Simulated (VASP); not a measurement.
Input of a VASP 6.6.1 run:

File INCAR:

```
SYSTEM = CsPbBr3
ALGO = Normal ; EDIFF = 1E-6
EDIFFG = -0.01 ; ENCUT = 600
GGA = PS ; IBRION = 2
ISIF = 3 ; ISMEAR = 0
LASPH = .TRUE. ; LCHARG = .FALSE.
LREAL = .FALSE. ; LWAVE = .FALSE.
NELM = 80 ; NSW = 90
PREC = Accurate ; PSTRESS = 17.0
SIGMA = 0.03
```

The input KPOINTS:

```
k-points
0
G
  6 6 6
  0 0 0
```

The input POSCAR:

```
CsPbBr3
1.0
    5.6050000000      0.0000000000      0.0000000000
    0.0000000000      5.6050000000      0.0000000000
    0.0000000000      0.0000000000      5.6050000000
Cs Pb Br
1 1 3
Direct
    0.0000000000      0.0000000000      0.0000000000
    0.5000000000      0.5000000000      0.5000000000
    0.0000000000      0.5000000000      0.5000000000
    0.5000000000      0.0000000000      0.5000000000
    0.5000000000      0.5000000000      0.0000000000
```

Potentials or basis: VASP PAW PBE potentials, release 64 (Cs_sv, Pb_d, Br).

Command:

```console
$ cat potpaw_PBE.64/Cs_sv/POTCAR potpaw_PBE.64/Pb_d/POTCAR potpaw_PBE.64/Br/POTCAR > POTCAR
$ mpirun -np 1 vasp_std > vasp.out
```

What does it give for the relaxed volume?

37.87 Å³/atom.

Estimate the band gap on the k mesh.

1.13 eV, direct.

Final structure:
```
Cs Pb Br
1.0
     5.74248    0.00000    0.00000
     0.00000    5.74248    0.00000
     0.00000    0.00000    5.74248
Cs Pb Br
1 1 3
Cartesian
  0.0000 0.0000 0.0000
  2.8712 2.8712 2.8712
  0.0000 2.8712 2.8712
  2.8712 0.0000 2.8712
  2.8712 2.8712 0.0000
```

Caveat: the cell is relaxed towards a set pressure, so the enthalpy falls and the energy may rise; the PAW data sets were made with another functional, which shifts forces and pressure a little; spin-orbit coupling is left out, which as a rule narrows the gap of such compounds by several tenths of an eV. Zero-point motion and thermal expansion aren't in these numbers.
